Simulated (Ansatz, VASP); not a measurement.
**Y3Mg in VASP and in Ansatz**

```xyz
4
Lattice="0.0000 3.9701 3.9701 3.9701 0.0000 3.9701 3.9701 3.9701 0.0000" Properties=species:S:1:pos:R:3 pbc="T T T"
Y     3.9701    3.9701    3.9701
Y     1.9851    1.9851    1.9851
Y     5.9552    5.9552    5.9552
Mg    0.0000    0.0000    0.0000
```

The cell comes from a database or a generator and needn't be the stable form of this composition.

Alike in both runs: task single point; functional LDA; k mesh 5 × 5 × 5; occupations methfessel-paxton of order 1, width 0.05 eV; no spin polarisation.

|  | VASP | Ansatz |
| --- | --- | --- |
| version | VASP 6.6.1 | Ansatz 0.2.0 |
| potentials or method | VASP PAW LDA potentials, release 64 (Y_sv, Mg) | plane waves, PAW |
| plane-wave cutoff (eV) | 520 | 500 |
| valence electrons in the cell | 35 | 43 |

Ansatz gave:

```
pressure (GPa) : -4.7
```

Q: What did VASP give for the same quantities?

A: Pressure (GPa): -5.0.

The two sets of potentials don't hold the same shells in valence. Ansatz warned: «stress_scf_threshold_loose».
